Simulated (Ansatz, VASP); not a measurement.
# Cross-check of HfC between VASP and Ansatz, part 2 of 2

One calculation is typed for both programs; each brings its own data sets. How far apart do they land? The cell is taken from a series of runs on this material, whose earlier steps may have relaxed, scaled, displaced or heated it; both programs get it as it stands.

VASP 6.6.1 and Ansatz 0.2.0.

So far: The starting structure; Ansatz: zone-centre phonons, LDA.

## 3. VASP: zone-centre phonons, LDA

Level of this step: LDA; plane waves and PAW (C, Hf_pv) (VASP).

The same cell, functional (in two slightly different forms), mesh and smearing now go to VASP, with its own data sets.

Lines of VASP's logs that name or quote its potential files are left out, and so is its time.

INCAR reads:

```
SYSTEM = HfC
PREC = Accurate
ENCUT = 600
EDIFF = 1E-08
NELM = 120
ISMEAR = 1
SIGMA = 0.2
LREAL = .FALSE.
ALGO = Normal
GGA = PW92
NBANDS = 13
LASPH = .TRUE.
LORBIT = 11
LWAVE = .FALSE.
LCHARG = .FALSE.
ISIF = 2
IBRION = 8
GGA_COMPAT = .FALSE.
KPAR = 2
```

POSCAR reads:

```
HfC
1.0
    0.0000000000      2.3092363247      2.2776516255
    2.3092363247      0.0000000000      2.2776516255
    2.3092363247      2.3092363247      0.0000000000
C Hf
1 1
Direct
    0.0000000000      0.0000000000      0.0000000000
    0.5000000000      0.5000000000      0.5000000000
```

KPOINTS reads:

```
Automatic mesh
0
Gamma
16 16 16
0 0 0
```

The projector-augmented-wave data sets are C and Hf_pv (LDA family, release 64).

Run with:

```bash
$ mpirun -np 2 vasp_std
```

Numbers of over 12 decimals in the logs are rounded to 6 here.

Log:

```text
[banner, memory and clock lines left out]
running    2 mpi-ranks, on    1 nodes
 distrk:  each k-point on    1 cores,    2 groups
 distr:  one band on    1 cores,    1 groups

 POSCAR found type information on POSCAR C Hf
 POSCAR found :  2 types and       2 ions
|                                                                             |
|               ----> ADVICE to this user running VASP <----                  |
|                                                                             |
|     You enforced a specific xc type in the INCAR file but a different       |
|     [... a line on the potential file left out ...]
|     I HOPE YOU KNOW WHAT YOU ARE DOING!                                     |
|                                                                             |

 LDA part: xc-table for (Slater(with rela. corr.)+PW92), standard interpolation
 POSCAR, INCAR and KPOINTS ok, starting setup
 FFT: planning ... GRIDC
 FFT: planning ... GRID_SOFT
 FFT: planning ... GRID
 WAVECAR not read
 entering main loop
       N       E                     dE             d eps       ncg     rms          rms(c)
DAV:   1     0.241458032587E+02    0.24146E+02   -0.86410E+03  9122   0.119E+03
DAV:   2    -0.243134856513E+02   -0.48459E+02   -0.45426E+02 11405   0.221E+02
DAV:   3    -0.260349151637E+02   -0.17214E+01   -0.17126E+01 11370   0.298E+01
DAV:   4    -0.260447470005E+02   -0.98318E-02   -0.98304E-02 10120   0.269E+00
DAV:   5    -0.260448191149E+02   -0.72114E-04   -0.72113E-04 11443   0.210E-01    0.617E+01
DAV:   6    -0.229848866705E+02    0.30599E+01   -0.14019E+01 10474   0.197E+01    0.438E+01
DAV:   7    -0.229092519007E+02    0.75635E-01   -0.63024E-01 10549   0.554E+00    0.253E+01
DAV:   8    -0.228935193268E+02    0.15733E-01   -0.67822E-02 11009   0.200E+00    0.586E+00
DAV:   9    -0.228872856826E+02    0.62336E-02   -0.28631E-02 10749   0.901E-01    0.190E+00
DAV:  10    -0.228868074865E+02    0.47820E-03   -0.18344E-03 10928   0.312E-01    0.759E-02
DAV:  11    -0.228868068574E+02    0.62914E-06   -0.80650E-05 10784   0.800E-02    0.663E-02
DAV:  12    -0.228868066401E+02    0.21728E-06   -0.18744E-06 11391   0.115E-02    0.301E-02
DAV:  13    -0.228868063567E+02    0.28339E-06   -0.73671E-07 10854   0.466E-03    0.189E-03
DAV:  14    -0.228868063592E+02   -0.24738E-08   -0.27032E-08 10404   0.136E-03
   1 F= -.22886806E+02 E0= -.22886599E+02  d E =-.623517E-03
 Linear response reoptimize wavefunctions to high precision
DAV:   1    -0.228868063598E+02   -0.56184E-09   -0.66534E-10  7818   0.229E-04
DAV:   2    -0.228868063598E+02    0.34106E-11   -0.87495E-11  5822   0.853E-05
 Linear response DOF=           4
 Linear response progress:
  Degree of freedom:   1/  4
       N       E                     dE             d eps       ncg     rms          rms(c)
RMM:   1    -0.122987352875E+00   -0.12299E+00    0.21178E-02 35515   0.192E+00
RMM:   2    -0.118416087109E+00    0.45713E-02   -0.34464E-03 25884   0.359E-01    0.417E-01
RMM:   3    -0.118745242274E+00   -0.32916E-03   -0.69711E-04 23493   0.151E-01    0.215E-01
RMM:   4    -0.119683805136E+00   -0.93856E-03   -0.42865E-04 23955   0.114E-01    0.362E-02
RMM:   5    -0.119681228521E+00    0.25766E-05   -0.11031E-05 26686   0.244E-02    0.109E-02
RMM:   6    -0.119680205906E+00    0.10226E-05   -0.39478E-07 28714   0.415E-03    0.461E-03
RMM:   7    -0.119669131915E+00    0.11074E-04   -0.91107E-08 27913   0.203E-03    0.288E-03
RMM:   8    -0.119672120751E+00   -0.29888E-05   -0.15264E-08 29668   0.677E-04    0.292E-04
RMM:   9    -0.119671648833E+00    0.47192E-06   -0.13769E-08 31058   0.121E-04    0.220E-04
RMM:  10    -0.119671644180E+00    0.46534E-08   -0.99718E-09 31423   0.302E-05    0.364E-05
 first order change of Fermi-energy  -0.13203E-02
 force on displaced ion       1 direction 1 :  -7.650   0.000   0.000
 Linear response progress:
  Degree of freedom:   2/  4
       N       E                     dE             d eps       ncg     rms          rms(c)
RMM:   1    -0.124516731646E+00   -0.12452E+00    0.16681E-02 19739   0.196E+00
RMM:   2    -0.119055540819E+00    0.54612E-02   -0.38830E-03 14544   0.375E-01    0.486E-01
RMM:   3    -0.119383509681E+00   -0.32797E-03   -0.76685E-04 13198   0.158E-01    0.253E-01
RMM:   4    -0.120355525983E+00   -0.97202E-03   -0.44822E-04 13394   0.117E-01    0.400E-02
RMM:   5    -0.120349059132E+00    0.64669E-05   -0.12053E-05 14842   0.257E-02    0.117E-02
RMM:   6    -0.120349414870E+00   -0.35574E-06   -0.40565E-07 15938   0.427E-03    0.480E-03
RMM:   7    -0.120336932490E+00    0.12482E-04   -0.10577E-07 15431   0.222E-03    0.297E-03
RMM:   8    -0.120340606127E+00   -0.36736E-05   -0.17981E-08 16464   0.721E-04    0.359E-04
RMM:   9    -0.120340025308E+00    0.58082E-06   -0.19896E-08 17238   0.133E-04    0.208E-04
RMM:  10    -0.120339954815E+00    0.70493E-07   -0.10825E-08 17273   0.349E-05    0.380E-05
RMM:  11    -0.120339962556E+00   -0.77413E-08    0.19828E-10 16788   0.136E-05    0.120E-05
 first order change of Fermi-energy   0.19346E-02
 force on displaced ion       1 direction 3 :   0.000   0.000  -9.282
 Linear response progress:
  Degree of freedom:   3/  4
       N       E                     dE             d eps       ncg     rms          rms(c)
RMM:   1    -0.213476002276E+00   -0.21348E+00    0.36879E+00 17973   0.117E+01
RMM:   2    -0.209305684269E+00    0.41703E-02   -0.30536E-02 24899   0.127E+00    0.536E-01
RMM:   3    -0.208672181313E+00    0.63350E-03   -0.97012E-04 30969   0.147E-01    0.207E-01
RMM:   4    -0.208232654316E+00    0.43953E-03   -0.74797E-05 33368   0.484E-02    0.135E-01
RMM:   5    -0.207820693183E+00    0.41196E-03   -0.29133E-05 33646   0.351E-02    0.134E-02
RMM:   6    -0.207813891263E+00    0.68019E-05   -0.27580E-06 33795   0.996E-03    0.521E-03
RMM:   7    -0.207825682015E+00   -0.11791E-04   -0.11714E-06 36006   0.244E-03    0.600E-03
RMM:   8    -0.207826829287E+00   -0.11473E-05   -0.30477E-06 36491   0.549E-04    0.127E-03
RMM:   9    -0.207827123102E+00   -0.29382E-06   -0.24496E-06 36822   0.269E-04    0.584E-05
RMM:  10    -0.207827400254E+00   -0.27715E-06   -0.15250E-06 36059   0.963E-05    0.861E-05
RMM:  11    -0.207827455607E+00   -0.55353E-07   -0.74430E-07 39064   0.389E-05    0.812E-05
RMM:  12    -0.207827471485E+00   -0.15878E-07   -0.38518E-07 35305   0.187E-05    0.230E-05
RMM:  13    -0.207827481812E+00   -0.10327E-07   -0.19868E-07 32942   0.123E-05    0.514E-06
RMM:  14    -0.207827480490E+00    0.13211E-08   -0.11239E-07 26182   0.915E-06    0.673E-06
RMM:  15    -0.207827483028E+00   -0.25374E-08   -0.55800E-08 24730   0.771E-06    0.309E-06
 first order change of Fermi-energy   0.15099E-02
 force on displaced ion       2 direction 1 :  -7.652   0.000   0.000
 Linear response progress:
  Degree of freedom:   4/  4
       N       E                     dE             d eps       ncg     rms          rms(c)
RMM:   1    -0.211859103440E+00   -0.21186E+00    0.38199E+00 10194   0.119E+01
RMM:   2    -0.207912847057E+00    0.39463E-02   -0.30578E-02 14009   0.127E+00    0.585E-01
RMM:   3    -0.207219185576E+00    0.69366E-03   -0.99442E-04 17260   0.152E-01    0.243E-01
RMM:   4    -0.206733445557E+00    0.48574E-03   -0.87147E-05 18582   0.532E-02    0.148E-01
RMM:   5    -0.206319933022E+00    0.41351E-03   -0.32086E-05 18775   0.367E-02    0.151E-02
RMM:   6    -0.206315338804E+00    0.45942E-05   -0.20598E-06 18645   0.108E-02    0.709E-03
RMM:   7    -0.206325087095E+00   -0.97483E-05   -0.21286E-06 20316   0.264E-03    0.720E-03
RMM:   8    -0.206326234455E+00   -0.11474E-05   -0.51346E-06 20053   0.631E-04    0.184E-03
RMM:   9    -0.206326759769E+00   -0.52531E-06   -0.32369E-06 20639   0.304E-04    0.348E-05
RMM:  10    -0.206327058564E+00   -0.29879E-06   -0.19392E-06 20176   0.109E-04    0.143E-04
RMM:  11    -0.206327135771E+00   -0.77207E-07   -0.90531E-07 21506   0.466E-05    0.108E-04
RMM:  12    -0.206327157225E+00   -0.21454E-07   -0.47355E-07 20114   0.235E-05    0.639E-05
RMM:  13    -0.206327180120E+00   -0.22895E-07   -0.22533E-07 19344   0.153E-05    0.121E-05
RMM:  14    -0.206327175542E+00    0.45773E-08   -0.12335E-07 14570   0.105E-05    0.112E-05
RMM:  15    -0.206327178652E+00   -0.31090E-08   -0.59111E-08 13219   0.825E-06    0.625E-06
 first order change of Fermi-energy  -0.16964E-02
 force on displaced ion       2 direction 3 :   0.000   0.000  -9.278
 Linear response finished
```

From OUTCAR (step 3):

```text
ion  position               nearest neighbor table
   1  0.000  0.000  0.000-   2 2.28   2 2.28   2 2.31   2 2.31   2 2.31   2 2.31
   2  0.500  0.500  0.500-   1 2.28   1 2.28   1 2.31   1 2.31   1 2.31   1 2.31

  LATTYP: Found a body centered tetragonal cell.
 ALAT       =     3.2657533291
 C/A-ratio  =     1.3948705833

 Subroutine GETGRP returns: Found 16 space group operations
 (whereof 16 operations were pure point group operations)

The static configuration has the point symmetry D_4h.

 Found    349 irreducible k-points:

   k-points           NKPTS =    349   k-points in BZ     NKDIM =    349   number of bands    NBANDS=     13

   dimension x,y,z NGX =    28 NGY =   28 NGZ =   28
   dimension x,y,z NGXF=    56 NGYF=   56 NGZF=   56

   ENCUT  =  600.0 eV  44.10 Ry    6.64 a.u.   6.48  6.48  6.52*2*pi/ulx,y,z

   NELECT =      14.0000    total number of electrons

 k-points in reciprocal lattice and weights: Automatic mesh
   0.00000000  0.00000000  0.00000000       0.000
   0.06250000  0.00000000  0.00000000       0.002
   0.12500000  0.00000000  0.00000000       0.002
   0.18750000 -0.00000000  0.00000000       0.002
   0.25000000  0.00000000  0.00000000       0.002
   0.31250000 -0.00000000  0.00000000       0.002
   0.37500000 -0.00000000  0.00000000       0.002
   0.43750000  0.00000000  0.00000000       0.002
   0.50000000  0.00000000  0.00000000       0.001
[...]
-0.31250000  0.18750000  0.50000000       0.001
  -0.25000000  0.25000000  0.50000000       0.000

 average (electrostatic) potential at core
       1 -51.6244       2 -35.3331

  Total       -0.8860327     -0.8860327      0.0367063      0.0000000     -0.0000000     -0.0000000
  in kB      -58.4394739    -58.4394739      2.4210123      0.0000000     -0.0000000     -0.0000000
  external PRESSURE =     -38.1526451 kB  Pullay stress =       0.0000000 kB

  energy-cutoff  :      600.00
  volume of cell :       24.29
      direct lattice vectors                 reciprocal lattice vectors
     0.000000000  2.309236325  2.277651625    -0.216521798  0.216521798  0.219524353
     2.309236325  0.000000000  2.277651625     0.216521798 -0.216521798  0.219524353
     2.309236325  2.309236325  0.000000000     0.216521798  0.216521798 -0.219524353

 POSITION                                       TOTAL-FORCE (eV/Angst)
 -----------------------------------------------------------------------------------
      0.00000      0.00000      0.00000         0.000000      0.000000      0.000000
      2.30924      2.30924      2.27765        -0.000000     -0.000000      0.000000
 -----------------------------------------------------------------------------------
    total drift:                                0.000000      0.000000      0.000000

 Eigenvectors and eigenvalues of the dynamical matrix
 ----------------------------------------------------

   1 f  =   14.197430 THz    89.205082 2PiTHz  473.575279 cm-1    58.715825 meV
             X         Y         Z           dx          dy          dz
      0.000000  0.000000  0.000000     0.000000    0.000000    0.967973
      2.309236  2.309236  2.277652     0.000000    0.000000   -0.251053

   2 f  =   12.889914 THz    80.989720 2PiTHz  429.961259 cm-1    53.308378 meV
             X         Y         Z           dx          dy          dz
      0.000000  0.000000  0.000000     0.967956    0.000000    0.000000
      2.309236  2.309236  2.277652    -0.251119    0.000000    0.000000

   3 f  =   12.889914 THz    80.989720 2PiTHz  429.961259 cm-1    53.308378 meV
             X         Y         Z           dx          dy          dz
      0.000000  0.000000  0.000000     0.000000    0.967956    0.000000
      2.309236  2.309236  2.277652     0.000000   -0.251119    0.000000

   4 f/i=    0.000302 THz     0.001894 2PiTHz    0.010057 cm-1     0.001247 meV
             X         Y         Z           dx          dy          dz
      0.000000  0.000000  0.000000    -0.251119    0.000000    0.000000
      2.309236  2.309236  2.277652    -0.967956    0.000000    0.000000

   5 f/i=    0.000302 THz     0.001894 2PiTHz    0.010057 cm-1     0.001247 meV
             X         Y         Z           dx          dy          dz
      0.000000  0.000000  0.000000     0.000000   -0.251119    0.000000
      2.309236  2.309236  2.277652     0.000000   -0.967956    0.000000

   6 f/i=    0.000636 THz     0.003997 2PiTHz    0.021218 cm-1     0.002631 meV
             X         Y         Z           dx          dy          dz
      0.000000  0.000000  0.000000     0.000000    0.000000   -0.251053
      2.309236  2.309236  2.277652     0.000000    0.000000   -0.967973

 ELASTIC MODULI CONTR FROM IONIC RELAXATION (kBar)
 Direction    XX          YY          ZZ          XY          YZ          ZX
 --------------------------------------------------------------------------------
 XX           0.0000      0.0000      0.0000      0.0000      0.0000      0.0000
 YY           0.0000      0.0000      0.0000      0.0000      0.0000      0.0000
 ZZ           0.0000      0.0000      0.0000      0.0000      0.0000      0.0000
 XY           0.0000      0.0000      0.0000      0.0000      0.0000      0.0000
 YZ           0.0000      0.0000      0.0000      0.0000      0.0000      0.0000
 ZX           0.0000      0.0000      0.0000      0.0000      0.0000      0.0000
 --------------------------------------------------------------------------------
```

## 4. Comparison

Known differences besides the potentials themselves: the data sets hold 30 valence electrons in Ansatz (on its PAW soft_1 files) and 14 in VASP; the cutoff is 420 eV in Ansatz and 600 eV in VASP; VASP's log shows a relativistic correction to its local exchange, Ansatz's none. Total energies have different zeros and are not compared.

Both answers:

```tsv
quantity	Ansatz	VASP	difference
optical mode 1 to 2 (cm⁻¹)	432.6	430.0	+0.62 %
optical mode 3 (cm⁻¹)	474.8	473.6	+0.26 %
```

Modes are paired by rising frequency, not by their patterns, so a pair may set unlike modes beside each other; they are those without the splitting of longitudinal modes.

## 5. Outcome

```yaml
r_m_s_difference_of_the_optical_zone_centre_modes_each_program_s_sorted_by_frequency_zone_centre_phonons_lda: 2.3 cm⁻¹
difference_in_optical_mode_1_to_2_zone_centre_phonons_lda: +0.6 %
```

**Reading.** The r.m.s. difference of the optical zone-centre modes, each program's sorted by frequency is 2.3 cm⁻¹ (zone-centre phonons, LDA). The data sets hold unlike numbers of valence electrons (30 in Ansatz and 14 in VASP), so part of the differences comes from the potentials. Among the rows given in per cent, the largest difference of the zone-centre phonons, LDA pair is in optical mode 1 to 2, +0.6 %. Such differences can come from data sets, numerical settings and the points named under the comparisons, not from the functional's error against experiment.

[Lines on the potential files, build, host, timing and source positions are cut from VASP's logs without a mark.]

[Logs are printed without paths, hosts, clocks, repeated set-up lines and the standing remarks that a program may print on its own settings, such as how far it seeks lower states.]

[Hosts, paths, dates, database ids (printed as entryN), source tags and the programs' standing remarks are cut or masked in the printed files.]
